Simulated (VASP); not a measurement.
## Gap of Bi2Te3 (Tellurobismuthite), level by level

Aim: the band gap of Bi2Te3 (Tellurobismuthite) at many levels of theory on one cell, with the cost of each. The levels: LDA, PBEsol, PBE, r2SCAN, TB-mBJ, BLYP, AM05, HSE06 and PBE0. The start is a cell from a database of measured crystal structures.

Main program and level: VASP 6.6.1; LDA; plane waves and PAW (Bi_d, Te), in the first sound run; inputs show where later runs differ.

## 1. Starting point

Symmetry: R-3m, No. 166, trigonal system. Conventional cell: a = 4.386 Å, b = 4.386 Å, c = 30.497 Å, α = 90.00°, β = 90.00°, γ = 120.00°. Nearest to Bi lie 6 Te at 3.07 to 3.25 Å. Te has 6 Bi at 3.25 Å nearest. Nearest to Te lie 3 Bi at 3.07 Å. Farther neighbours and most contacts between anions are not listed.

As a file:

```cif
data_structure
_symmetry_space_group_name_H-M 'P 1'
_symmetry_Int_Tables_number 1
_cell_length_a 10.4763
_cell_length_b 10.4763
_cell_length_c 10.4763
_cell_angle_alpha 24.166
_cell_angle_beta 24.166
_cell_angle_gamma 24.166
_cell_volume 169.36
loop_
_atom_site_label
_atom_site_type_symbol
_atom_site_fract_x
_atom_site_fract_y
_atom_site_fract_z
_atom_site_occupancy
Bi1 Bi 0.40000 0.40000 0.40000 1
Bi2 Bi 0.60000 0.60000 0.60000 1
Te3 Te 0.00000 0.00000 0.00000 1
Te4 Te 0.20950 0.20950 0.20950 1
Te5 Te 0.79050 0.79050 0.79050 1
```

## 2. Bands with LDA

Levels along the symmetry lines show where the bands peak and cross; KPOINTS_OPT computes them in the converged potential. LDA, the lowest rung, knows the local density alone.

File INCAR:

```
SYSTEM = Bi2Te3
PREC = Accurate
ENCUT = 400
EDIFF = 1E-06
NELM = 100
ISMEAR = 0
SIGMA = 0.02
LREAL = .FALSE.
ALGO = Normal
GGA = CA
NBANDS = 39
LORBIT = 11
LWAVE = .FALSE.
LCHARG = .FALSE.
KPAR = 8
```

File POSCAR:

```
Bi2Te3
1.0
    2.1930000000      1.2661291403     10.1656666667
   -2.1930000000      1.2661291403     10.1656666667
    0.0000000000     -2.5322582807     10.1656666667
Bi Te
2 3
Direct
    0.4000000000      0.4000000000      0.4000000000
    0.6000000000      0.6000000000      0.6000000000
    0.0000000000      0.0000000000      0.0000000000
    0.2095000000      0.2095000000      0.2095000000
    0.7905000000      0.7905000000      0.7905000000
```

File KPOINTS:

```
Automatic mesh
0
Gamma
4 4 4
0 0 0
```

File KPOINTS_OPT:

```
Line mode
16
Line-mode
Reciprocal
  0.00000000   0.00000000   0.00000000 GAMMA
  0.50000000   0.00000000   0.00000000 L

  0.50000000   0.00000000   0.00000000 L
  0.50000000   0.17700839  -0.17700839 B1

  0.82299161   0.50000000   0.17700839 B
  0.50000000   0.50000000   0.50000000 Z

  0.50000000   0.50000000   0.50000000 Z
  0.00000000   0.00000000   0.00000000 GAMMA

  0.00000000   0.00000000   0.00000000 GAMMA
  0.33850420   0.00000000  -0.33850420 X

  0.66149580   0.33850420   0.00000000 Q
  0.50000000   0.50000000   0.00000000 F

  0.50000000   0.50000000   0.00000000 F
  0.66149580   0.66149580   0.17700839 P1

  0.66149580   0.66149580   0.17700839 P1
  0.50000000   0.50000000   0.50000000 Z

  0.50000000   0.00000000   0.00000000 L
  0.82299161   0.33850420   0.33850420 P
```

Potentials, in the order of the species: Bi_d and Te (PBE family, release 64).

Started as:

```
mpirun -np 8 vasp_std
```

The log of the run:

```text
[banner, memory and clock lines left out]
running    8 mpi-ranks, on    1 nodes
 distrk:  each k-point on    1 cores,    8 groups
 distr:  one band on    1 cores,    1 groups

 POSCAR found type information on POSCAR BiTe
 POSCAR found :  2 types and       5 ions
|                                                                             |
|           W    W    AA    RRRRR   N    N  II  N    N   GGGG   !!!           |
|           W    W   A  A   R    R  NN   N  II  NN   N  G    G  !!!           |
|           W    W  A    A  R    R  N N  N  II  N N  N  G       !!!           |
|           W WW W  AAAAAA  RRRRR   N  N N  II  N  N N  G  GGG   !            |
|           WW  WW  A    A  R   R   N   NN  II  N   NN  G    G                |
|           W    W  A    A  R    R  N    N  II  N    N   GGGG   !!!           |
|                                                                             |
|     For optimal performance we recommend to set                             |
|       NCORE = 2 up to number-of-cores-per-socket                            |
|     NCORE specifies how many cores store one orbital (NPAR=cpu/NCORE).      |
|     This setting can greatly improve the performance of VASP for DFT.       |
|     The default, NCORE=1 might be grossly inefficient on modern             |
|     multi-core architectures or massively parallel machines. Do your        |
|     Unfortunately you need to use the default for GW and RPA                |
|     calculations (for HF NCORE is supported but not extensively tested      |
|     yet).                                                                   |
|                                                                             |

|                                                                             |
|               ----> ADVICE to this user running VASP <----                  |
|                                                                             |
|     You enforced a specific xc type in the INCAR file but a different       |
|     [... a line on the potential file left out ...]
|     I HOPE YOU KNOW WHAT YOU ARE DOING!                                     |
|                                                                             |

 LDA part: xc-table for (Slater(with rela. corr.)+CA(PZ))
 , standard interpolation
 POSCAR, INCAR and KPOINTS ok, starting setup
 FFT: planning ... GRIDC
 FFT: planning ... GRID_SOFT
 FFT: planning ... GRID
 WAVECAR not read
 entering main loop
       N       E                     dE             d eps       ncg     rms          rms(c)
DAV:   1     0.397184015411E+03    0.39718E+03   -0.18276E+04  1022   0.980E+02
DAV:   2     0.199922005948E+02   -0.37719E+03   -0.35872E+03  1060   0.289E+02
DAV:   3    -0.203073733051E+02   -0.40300E+02   -0.38992E+02  1268   0.110E+02
DAV:   4    -0.219455673020E+02   -0.16382E+01   -0.16318E+01  1212   0.247E+01
DAV:   5    -0.220212293936E+02   -0.75662E-01   -0.75656E-01  1447   0.495E+00    0.757E+00
DAV:   6    -0.216789318657E+02    0.34230E+00   -0.34975E-01  1415   0.486E+00    0.537E+00
DAV:   7    -0.216726845961E+02    0.62473E-02   -0.19436E-01  1219   0.198E+00    0.119E+00
DAV:   8    -0.216705719410E+02    0.21127E-02   -0.25680E-02  1183   0.745E-01    0.492E-01
DAV:   9    -0.216700626252E+02    0.50932E-03   -0.31324E-03  1359   0.339E-01    0.281E-01
DAV:  10    -0.216700826443E+02   -0.20019E-04   -0.70298E-04  1193   0.142E-01    0.522E-02
DAV:  11    -0.216700826055E+02    0.38818E-07   -0.26087E-05  1191   0.289E-02    0.239E-02
DAV:  12    -0.216700845328E+02   -0.19273E-05   -0.92325E-06  1153   0.116E-02    0.121E-02
DAV:  13    -0.216700847501E+02   -0.21736E-06   -0.66452E-07   760   0.434E-03
   1 F= -.21670085E+02 E0= -.21670085E+02  d E =-.970296E-12
 Start KPOINTS_OPT (optional k-point list driver)
k-point batch [1-13\144]
       N       E                     dE             ncg
DAV:   1     0.122865396080E+04   -0.47407E+04     1014
DAV:   2    -0.361201579848E+04   -0.48407E+04     1066
DAV:   3    -0.416580922430E+04   -0.55379E+03     1205
DAV:   4    -0.418836287868E+04   -0.22554E+02     1220
DAV:   5    -0.418949273046E+04   -0.11299E+01     1461
DAV:   6    -0.418950724773E+04   -0.14517E-01     1340
DAV:   7    -0.418950773685E+04   -0.48912E-03     1477
DAV:   8    -0.418950774253E+04   -0.56804E-05     1212
DAV:   9    -0.418950774273E+04   -0.20298E-06      733
[...]
k-point batch [144-144\144]
       N       E                     dE             ncg
DAV:   1     0.140578681406E+05   -0.11166E+04       78
DAV:   2     0.136767741507E+05   -0.38109E+03       86
DAV:   3     0.136368285024E+05   -0.39946E+02       93
DAV:   4     0.136352969559E+05   -0.15315E+01       92
DAV:   5     0.136352072654E+05   -0.89691E-01      117
DAV:   6     0.136352064595E+05   -0.80593E-03      100
DAV:   7     0.136352064299E+05   -0.29538E-04      117
DAV:   8     0.136352064296E+05   -0.31689E-06       84
```

Elapsed: 7 min, on 8 MPI ranks of AMD EPYC 7R43, shared host; peak memory 3.8 GiB.

The logs omit lines about the potential files and the build; timing stands in the text.

Parts of OUTCAR (step 2):

```text
ion  position               nearest neighbor table
   1  0.400  0.400  0.400-   5 3.07   5 3.07   5 3.07   3 3.25   3 3.25   3 3.25
   2  0.600  0.600  0.600-   4 3.07   4 3.07   4 3.07   3 3.25   3 3.25   3 3.25
   3  0.000  0.000  0.000-   2 3.25   1 3.25   2 3.25   2 3.25   1 3.25   1 3.25
   4  0.209  0.209  0.209-   2 3.07   2 3.07   2 3.07   5 3.64   5 3.64   5 3.64
   5  0.791  0.791  0.791-   1 3.07   1 3.07   1 3.07   4 3.64   4 3.64   4 3.64

  LATTYP: Found a trigonal (rhomboedric) cell.
 ALAT       =    10.4763118882
 COS(alpha) =     0.9123624111

 Subroutine GETGRP returns: Found 12 space group operations
 (whereof 12 operations were pure point group operations)

The static configuration has the point symmetry D_3d.

 Found     13 irreducible k-points:

   k-points           NKPTS =     13   k-points in BZ     NKDIM =     13   number of bands    NBANDS=     39

   dimension x,y,z NGX =    70 NGY =   70 NGZ =   70
   dimension x,y,z NGXF=   140 NGYF=  140 NGZF=  140

   ENCUT  =  400.0 eV  29.40 Ry    5.42 a.u.  17.08 17.08 17.08*2*pi/ulx,y,z

   NELECT =      48.0000    total number of electrons

 k-points in reciprocal lattice and weights: Automatic mesh
   0.00000000  0.00000000  0.00000000       0.016
   0.25000000  0.00000000  0.00000000       0.094
   0.50000000  0.00000000  0.00000000       0.047
   0.25000000  0.25000000  0.00000000       0.094
   0.50000000  0.25000000  0.00000000       0.188
  -0.25000000  0.25000000  0.00000000       0.094
   0.50000000  0.50000000  0.00000000       0.047
   0.25000000  0.25000000  0.25000000       0.031
   0.50000000  0.25000000  0.25000000       0.094
  -0.25000000  0.25000000  0.25000000       0.094
   0.50000000  0.50000000  0.25000000       0.094
  -0.25000000  0.50000000  0.25000000       0.094
   0.50000000  0.50000000  0.50000000       0.016

 average (electrostatic) potential at core
       1-105.0964       2-105.0964       3 -87.8533       4 -88.0607       5 -88.0607

 E-fermi :   6.0209

 k-point     1 :       0.0000    0.0000    0.0000
  band No.  band energies     occupation
    ...
     20       4.2241      2.00000
     21       4.2241      2.00000
     22       5.0895      2.00000
     23       5.0895      2.00000
     24       5.9337      2.00000
     25       6.1364      0.00000
     26       6.5414      0.00000
     27       6.5414      0.00000
     28       7.8463      0.00000
     29       7.9998      0.00000
    ...

 k-point     2 :       0.2500    0.0000    0.0000
  band No.  band energies     occupation
    ...
     20       3.7047      2.00000
     21       3.8874      2.00000
     22       4.9700      2.00000
     23       5.0566      2.00000
     24       5.3142      2.00000
     25       6.8906      0.00000
     26       7.3055      0.00000
     27       7.3581      0.00000
     28       8.3942      0.00000
     29       8.4294      0.00000
    ...

 k-point     3 :       0.5000    0.0000    0.0000
  band No.  band energies     occupation
    ...
     20       2.7769      2.00000
     21       3.0134      2.00000
     22       3.5085      2.00000
     23       5.0392      2.00000
     24       5.4291      2.00000
     25       6.4354      0.00000
     26       6.9504      0.00000
     27       8.6441      0.00000
     28       8.6545      0.00000
     29       9.2377      0.00000
    ...

  Total       -1.4812351     -1.4812351     -2.0748619     -0.0000000      0.0000000      0.0000000
  in kB      -14.0129905    -14.0129905    -19.6289025     -0.0000000      0.0000000      0.0000000
  external PRESSURE =     -15.8849611 kB  Pullay stress =       0.0000000 kB

  energy-cutoff  :      400.00
  volume of cell :      169.36
      direct lattice vectors                 reciprocal lattice vectors
     2.193000000  1.266129140 10.165666667     0.227998176  0.131634808  0.032790111
    -2.193000000  1.266129140 10.165666667    -0.227998176  0.131634808  0.032790111
     0.000000000 -2.532258281 10.165666667     0.000000000 -0.263269617  0.032790111

 POSITION                                       TOTAL-FORCE (eV/Angst)
 -----------------------------------------------------------------------------------
      0.00000     -0.00000     12.19880         0.000000     -0.000000      0.025348
      0.00000     -0.00000     18.29820         0.000000      0.000000     -0.025348
      0.00000      0.00000      0.00000         0.000000     -0.000000     -0.000000
      0.00000     -0.00000      6.38912         0.000000     -0.000000      0.157984
      0.00000     -0.00000     24.10788         0.000000      0.000000     -0.157984
 -----------------------------------------------------------------------------------
    total drift:                                0.000000     -0.000000      0.000000

  FREE ENERGIE OF THE ION-ELECTRON SYSTEM (eV)
  ---------------------------------------------------
  free  energy   TOTEN  =       -21.6700847501 eV

  energy  without entropy=      -21.6700847501  energy(sigma->0) =      -21.67008475

 total charge
# of ion       s       p       d       tot
------------------------------------------
    1        1.591   1.152   9.950  12.693
    2        1.591   1.152   9.950  12.693
    3        1.396   1.961   0.023   3.379
    4        1.417   1.898   0.025   3.339
    5        1.417   1.898   0.025   3.339
--------------------------------------------------
tot          7.412   8.059  19.971  35.443

[... 3 further parts left out ...]
```

Spin-orbit coupling is off here; with elements this heavy it splits and shifts levels by tenths of an eV or more. The PAW data sets were made with PBE, though LDA sets exist; this is a small mismatch.

Numbers from this step:

| Item | Value |
| --- | --- |
| SCF cycles | 13 |
| electrons | 48 |
| bands | 39 |
| irreducible k-points | 13 |
| symmetry operations | 12 |
| free energy (TOTEN) | -21.67 eV |
| Fermi energy | 6.021 eV |
| pressure | -1.588 GPa |
| metallic | no |
| least gap on mesh and path | 0.2026 eV |
| least direct gap on mesh and path | 0.2026 eV |
| valence top at k | 0, 0, 0 |
| conduction bottom at k | 0, 0, 0 |
| least direct gap at k | 0, 0, 0 |

Electronic bands along the path, in eV, zero at the valence-band top; v1 is the highest filled band, c1 the lowest empty one:

```
          point     v4     v3     v2     v1    c1    c2    c3    c4
              Γ  -1.71  -0.84  -0.84   0.00  0.20  0.61  0.61  1.91
0.47 of the way  -1.93  -0.98  -0.88  -0.56  0.96  1.35  1.46  2.37
              L  -2.92  -2.43  -0.89  -0.50  0.50  1.02  2.71  2.72
0.47 of the way  -2.40  -2.17  -1.87  -1.56  2.04  2.10  2.69  2.81
             B1  -2.58  -1.96  -0.97  -0.78  1.14  1.40  2.48  3.19
      jump to B  -2.58  -1.96  -0.97  -0.78  1.14  1.40  2.48  3.19
0.47 of the way  -1.59  -1.53  -1.26  -1.22  1.59  1.88  1.95  2.23
              Z  -1.42  -1.14  -1.14  -0.47  0.79  1.10  1.10  1.60
0.53 of the way  -1.57  -0.96  -0.96  -0.27  0.52  0.79  0.79  1.81
              Γ  -1.71  -0.84  -0.84   0.00  0.20  0.61  0.61  1.91
0.47 of the way  -2.39  -0.75  -0.70  -0.43  0.73  1.19  1.29  2.63
              X  -3.00  -1.63  -1.39  -0.64  1.02  1.96  2.02  3.59
      jump to Q  -3.00  -1.63  -1.39  -0.64  1.02  1.96  2.02  3.59
0.47 of the way  -3.18  -0.93  -0.59  -0.56  0.81  0.85  1.20  3.31
              F  -2.01  -1.84  -1.53  -0.95  0.80  1.47  2.02  2.60
0.53 of the way  -2.24  -1.61  -1.47  -1.04  0.90  1.41  1.88  2.57
             P1  -2.48  -1.35  -1.34  -1.23  1.12  1.26  1.65  2.55
0.47 of the way  -2.26  -1.37  -0.91  -0.58  0.92  1.16  1.90  2.63
              Z  -1.42  -1.14  -1.14  -0.47  0.79  1.10  1.10  1.60
      jump to L  -2.92  -2.43  -0.89  -0.50  0.50  1.02  2.71  2.72
0.47 of the way  -2.78  -2.00  -1.03  -0.78  0.77  1.19  2.06  2.65
              P  -2.48  -1.35  -1.34  -1.23  1.12  1.26  1.65  2.55
```

The largest weight of each band there:

```
point       v4       v3       v2       v1       c1       c2       c3       c4
    Γ  Te 0.72  Te 0.94  Te 0.94  Te 0.77  Bi 0.67  Bi 0.71  Bi 0.71  Te 0.53
    L  Te 0.65  Te 0.85  Te 0.93  Te 0.82  Bi 0.65  Bi 0.64  Te 0.61  Te 0.66
   B1  Te 0.53  Te 0.86  Te 0.87  Te 0.78  Bi 0.54  Bi 0.61  Te 0.57  Bi 0.53
    B  Te 0.53  Te 0.86  Te 0.87  Te 0.78  Bi 0.54  Bi 0.61  Te 0.57  Bi 0.53
    Z  Te 0.59  Te 0.94  Te 0.94  Te 0.57  Te 0.64  Bi 0.57  Bi 0.57  Bi 0.64
    Γ  Te 0.72  Te 0.94  Te 0.94  Te 0.77  Bi 0.67  Bi 0.71  Bi 0.71  Te 0.53
```

Force by atom:

```
atom  x (eV/Å)  y (eV/Å)  z (eV/Å)   size
 Bi1     0.000     0.000     0.025  0.025
 Bi2     0.000     0.000    -0.025  0.025
 Te3     0.000     0.000     0.000  0.000
 Te4     0.000     0.000     0.158  0.158
 Te5     0.000     0.000    -0.158  0.158
```

The gap is 0.20 eV, direct at Γ.

(Part 1 of 4 ends here.)

[Lines on the potential files, build, host, timing and source positions are cut from VASP's logs without a mark.]

[Logs are printed without paths, hosts, clocks, repeated set-up lines and the standing remarks that a program may print on its own settings, such as how far it seeks lower states.]

[Hosts, paths, dates, database ids (printed as entryN), source tags and the programs' standing remarks are cut or masked in the printed files.]

[Measured values are set beside computed ones only where the two were judged alike; some that the calculation misses by far are left out.]

[In band tables of VASP the shares of atoms and orbitals are scaled to a sum of 1 inside the atoms' spheres.]
